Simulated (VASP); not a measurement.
Data:

```yaml
crystal:
  lattice:
    - [-1.57500, 1.57500, 1.57500]
    - [1.57500, -1.57500, 1.57500]
    - [1.57500, 1.57500, -1.57500]
  atoms:
    - { symbol: Mo, position: [0.00000, 0.00000, 0.00000] }
```

Level of theory: PBE GGA, VASP's PBE PAW potentials (set 64) (plane waves; VASP). Settings: 400 eV cut-off, 15×15×15 Γ-centred mesh, first-order Methfessel-Paxton smearing of 0.10 eV, potentials Mo_sv.

Give the stress tensor in GPa (positive for a compressed cell).

```
2.61  0.00  0.00
0.00  2.61  0.00
0.00  0.00  2.61
```
The pressure is its mean diagonal, 2.61 GPa.

The compound is Mo in the bcc structure. The cell was not relaxed at this level.
